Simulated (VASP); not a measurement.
An input for Ansatz (written as the equivalent of a VASP run, and not itself run):

Ansatz 0.2 input:
```yaml
crystal:
  lattice:
    - [0.0000000, 3.0600000, 3.0600000]
    - [3.0600000, 0.0000000, 3.0600000]
    - [3.0600000, 3.0600000, 0.0000000]
  atoms:
    - { symbol: Pb, position: [0.0000000, 0.0000000, 0.0000000] }
    - { symbol: Se, position: [0.5000000, 0.5000000, 0.5000000] }
kpoints:
  mp_grid: { grid: [7, 7, 7] }
hamiltonian:
  xc: pbe
  dispersion: d4
  pseudopotentials: { kind: paw }
scf:
  occupations: { method: gaussian, width: 0.05 }
  max_iter: 100
relax:
  max_steps: 60
  f_tol: 0.01
  cell: {}
output: { forces: true, stress: true, eigenvalues: true }
```

Question: Translate this input to VASP (INCAR, KPOINTS, POSCAR, choice of POTCAR).

Answer: This is not unique; one that fits is 
INCAR:
```
EDIFFG = -0.01
LCHARG = .FALSE.
ISMEAR = 0   ! Gaussian
IVDW = 13   ! D4
SIGMA = 0.05   ! width (eV)
LMAXMIX = 4   ! l cut-off of mixed one-centre charges
ISIF = 3   ! ions, shape and volume
GGA = PE   ! PBE
EDIFF = 1E-6   ! SCF stop (eV)
IBRION = 2   ! conjugate gradients
NELM = 100   ! most electronic steps
SYSTEM = PbSe
ENCUT = 520   ! plane-wave cut-off (eV)
LREAL = .FALSE.   ! projection in real space or not
LASPH = .TRUE.
LWAVE = .FALSE.
NSW = 60
ALGO = Normal
PREC = Accurate
```

KPOINTS:
```
Automatic mesh
0
Gamma
7 7 7
0 0 0
```

POSCAR:
```
PbSe
1.0
  0.0000000000   3.0600000000   3.0600000000
  3.0600000000   0.0000000000   3.0600000000
  3.0600000000   3.0600000000   0.0000000000
Pb Se
1 1
Cart
  0.0000000000   0.0000000000   0.0000000000
  3.0600000000   3.0600000000   3.0600000000
```

POTCAR, in this order: Pb_d Se (PBE.64 set). Program: vasp_std.

Limits of the translation: each code has its own PAW files, so the cut-off isn't converted (ENCUT is set for VASP's; basis.ecutwfc is left out, and Ansatz then takes the one that its files recommend); Ansatz stops its SCF on the density residual and VASP on the energy change (EDIFF).

The compound is PbSe in the rock salt structure. This run relaxes it. Symmetry was kept, so distortions that lower it aren't found.
